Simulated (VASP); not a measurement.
Crystal: NiO.

```
CELL_PARAMETERS angstrom
0.00000 2.08590 2.08590
2.08590 0.00000 2.08590
2.08590 2.08590 0.00000
ATOMIC_POSITIONS crystal
Ni 0.00000 0.00000 0.00000
O 0.50000 0.50000 0.50000
```

```yaml
Program: VASP 6.6.1
Task: relaxation of cell and atoms
Functional: PBE
Potentials_or_basis: VASP PAW PBE potentials, release 64 (Ni, O)
Cutoff: 600 eV
k_mesh: 12 × 12 × 12
Occupations: gaussian, width 0.03 eV
Spin: collinear spin, ferromagnetic start
Starting_moments: "[2.0, 0.0] μB"
```

At the start: pressure 4.5 GPa; volume 9.08 Å³/atom.

Task: Where does the relaxation end?

Result: Over 3 steps the energy falls by 3.6 meV/atom and the volume is 9.34 Å³/atom (+2.9 %); space group Fm-3m (No. 225, to 0.05 Å); moment 1.78 μB per cell.

The path:
```tsv
step	energy change (eV)	largest force (eV/Å)	pressure (GPa)	volume (Å³)
1	0.0000	0.0000	4.53	18.15
2	-0.0068	0.0000	-1.16	18.83
3	-0.0073	0.0000	-0.12	18.68
```

Final structure:
```
Ni O
1.0
     0.00000    2.10609    2.10609
     2.10609    0.00000    2.10609
     2.10609    2.10609    0.00000
Ni O
1 1
Direct
  0.00000 0.00000 0.00000
  0.50000 0.50000 0.50000
```

Caveat: a cell with one magnetic atom can't hold antiferromagnetic order, which such compounds often take.
